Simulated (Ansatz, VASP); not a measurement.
# One calculation of Ta3SiO4, two programs

Contents of INCAR:

```
SYSTEM = Ta3SiO4
PREC = Accurate
ENCUT = 600
EDIFF = 1E-7
ISMEAR = 0
SIGMA = 0.1
LREAL = .False.
LASPH = .True.
NELM = 100
ALGO = Fast
ISIF = 3
LWAVE = .False.
LCHARG = .False.
GGA = PE
IBRION = 2
NSW = 100
EDIFFG = -0.01
```

KPOINTS

```
regular mesh
0
Gamma
  8 8 8
  0 0 0
```

The input POSCAR:

```
Ta3SiO4
1.0
    4.5130348583      0.0000000000      0.0000000000
    0.0000000000      4.5130348583      0.0000000000
    0.0000000000      0.0000000000      4.5130348583
Ta Si O
3 1 4
Direct
    0.0000000000      0.5000000000      0.5000000000
    0.5000000000      0.0000000000      0.5000000000
    0.5000000000      0.5000000000      0.0000000000
    0.0000000000      0.0000000000      0.0000000000
    0.5000000000      0.0000000000      0.0000000000
    0.5000000000      0.5000000000      0.5000000000
    0.0000000000      0.0000000000      0.5000000000
    0.0000000000      0.5000000000      0.0000000000
```

Input for Ansatz:

```yaml
crystal:
  lattice:
    - [4.5130348583, 0.0, 0.0]
    - [0.0, 4.5130348583, 0.0]
    - [0.0, 0.0, 4.5130348583]
  atoms:
    - { symbol: Ta, position: [0.0, 0.5, 0.5] }
    - { symbol: Ta, position: [0.5, 0.0, 0.5] }
    - { symbol: Ta, position: [0.5, 0.5, 0.0] }
    - { symbol: Si, position: [0.0, 0.0, 0.0] }
    - { symbol: O, position: [0.5, 0.0, 0.0] }
    - { symbol: O, position: [0.5, 0.5, 0.5] }
    - { symbol: O, position: [0.0, 0.0, 0.5] }
    - { symbol: O, position: [0.0, 0.5, 0.0] }
basis:
  ecutwfc: 420
kpoints:
  mp_grid: { grid: [8, 8, 8] }
hamiltonian:
  xc: pbe
scf:
  occupations: { method: gaussian, width: 0.1 }
output:
  forces: true
  stress: true
  eigenvalues: true
  write_density: true
  write_potential: true
  elf: true
  volumetric_format: npy
relax:
  adjacent_minimum: "off"
  f_tol: 0.01
  max_steps: 80
  cell: { stress_tol: 0.05 }
```

Change from the starting cell: species swapped into the Mg3CuO4 type (Pm-3m, No. 221).

Alike in both runs: task relaxation of cell and atoms; functional PBE; k mesh 8 × 8 × 8; occupations gaussian, width 0.1 eV; no spin polarisation.

|  | VASP | Ansatz |
| --- | --- | --- |
| version | VASP 6.6.1 | Ansatz 0.2.0 |
| potentials or method | VASP PAW PBE potentials, release 64 (Ta_pv, Si, O) | scalar-relativistic, plane waves, PAW |
| plane-wave cutoff (eV) | 600 | 420 |
| valence electrons in the cell | 61 | 67 |

Ansatz gave:

- gap on the k mesh at the Fermi level, each at its own relaxed structure (eV): none
- relaxed volume (Å³/atom): 11.41
- relaxed cell length with the largest relative difference (Å): 4.502

Which values does VASP return?

gap on the k mesh at the Fermi level, each at its own relaxed structure (eV): none; relaxed volume (Å³/atom): 11.42; relaxed cell length with the largest relative difference (Å): 4.504.

A gap of «none» marks a metal or a gap that the smearing closes. The two sets of potentials don't hold the same shells in valence.

Caveats: an odd number of electrons without spin polarisation forces a metal; a magnetic or distorted state may lie lower. Spin-orbit coupling is left out, which matters for the levels of Ta.
